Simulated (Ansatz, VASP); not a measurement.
# YSn3: VASP beside Ansatz

```
CELL_PARAMETERS angstrom
4.72740 0.00000 0.00000
0.00000 4.72740 0.00000
0.00000 0.00000 4.72740
ATOMIC_POSITIONS crystal
Y 0.00000 0.00000 0.00000
Sn 0.00000 0.50000 0.50000
Sn 0.50000 0.00000 0.50000
Sn 0.50000 0.50000 0.00000
```

Change from the starting cell: volume scaled by 1.04.

Alike in both runs: task single point; functional PBEsol; k mesh 8 × 8 × 8; occupations fermi-dirac, width 0.05 eV; no spin polarisation.

```csv
,VASP,Ansatz
version,VASP 6.6.1,Ansatz 0.2.0
potentials or method,"VASP PAW PBE potentials, release 64 (Y_sv, Sn_d), cutoff 520 eV","all-electron LAPW, scalar-relativistic"
```

VASP gave:

```
pressure (GPa) : -3.1
```

Q: What did Ansatz give for the same quantities?

A: Pressure (GPa): -3.0.

Ansatz ran all-electron here, so the differences hold the error of VASP's frozen core and of both bases.

Caveats: the PAW data sets were made with another functional, which shifts forces and pressure a little (VASP).
